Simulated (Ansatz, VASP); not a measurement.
One calculation of RbBi3, two programs

INCAR

```
PREC = Accurate
ENCUT = 600
EDIFF = 1E-6
ISMEAR = 0
SIGMA = 0.1
LREAL = False
LASPH = True
NELM = 100
ALGO = Normal
ISIF = 3
LWAVE = False
LCHARG = False
GGA = PE
IBRION = 2
NSW = 90
EDIFFG = -0.04
```

The input KPOINTS:

```
Automatic mesh
0
Gamma
  3 3 6
```

File POSCAR:

```
RbBi3
1.0
    6.2203891100      0.0000000000      0.0000000000
   -3.1101945600      5.3870149900      0.0000000000
    0.0000000000      0.0000000000      3.1924108900
Rb Bi
1 3
Direct
    0.0000000000      0.0000000000      0.5000000000
    0.5000000000      0.0000000000      0.0000000000
    0.5000000000      0.5000000000      0.0000000000
    0.0000000000      0.5000000000      0.0000000000
```

Input for Ansatz:

```yaml
crystal:
  lattice:
    - [6.22038911, 0.0, 0.0]
    - [-3.11019456, 5.38701499, 0.0]
    - [0.0, 0.0, 3.19241089]
  atoms:
    - { symbol: Rb, position: [0.0, 0.0, 0.5] }
    - { symbol: Bi, position: [0.5, 0.0, 0.0] }
    - { symbol: Bi, position: [0.5, 0.5, 0.0] }
    - { symbol: Bi, position: [0.0, 0.5, 0.0] }
basis:
  ecutwfc: 420
kpoints:
  mp_grid: { grid: [3, 3, 6] }
hamiltonian:
  xc: pbe
scf:
  occupations: { method: gaussian, width: 0.1 }
  lower_state_search: "off"
output:
  forces: true
  stress: true
  eigenvalues: true
relax:
  adjacent_minimum: "off"
  f_tol: 0.04
  max_steps: 70
  cell: { stress_tol: 0.4 }
```

Alike in both runs: task relaxation of cell and atoms; functional PBE; k mesh 3 × 3 × 6; occupations gaussian, width 0.1 eV; no spin polarisation.

|  | VASP | Ansatz |
| --- | --- | --- |
| version | VASP 6.6.1 | Ansatz 0.2.0 |
| potentials or method | VASP PAW PBE potentials, release 64 (Rb_sv, Bi_d) | scalar-relativistic, plane waves, PAW |
| plane-wave cutoff (eV) | 600 | 420 |
| valence electrons in the cell | 54 | 54 |

Ansatz gave:

- gap on the k mesh at the Fermi level, each at its own relaxed structure (eV): none
- relaxed volume (Å³/atom): 34.87
- relaxed cell length with the largest relative difference (Å): 6.745
- energy change over the relaxation (meV/atom): -348

What did VASP give for the same quantities?

gap on the k mesh at the Fermi level, each at its own relaxed structure (eV): none; relaxed volume (Å³/atom): 35.06; relaxed cell length with the largest relative difference (Å): 6.758; energy change over the relaxation (meV/atom): -348.

A gap of «none» marks a metal or a gap that the smearing closes.

Caveats: the k mesh is coarse (spacing up to 0.39 Å⁻¹), so the values aren't converged; the volume moved by over 15 % at a fixed basis, so the end points are rough (VASP); spin-orbit coupling is left out, which moves the levels of the heavy elements.
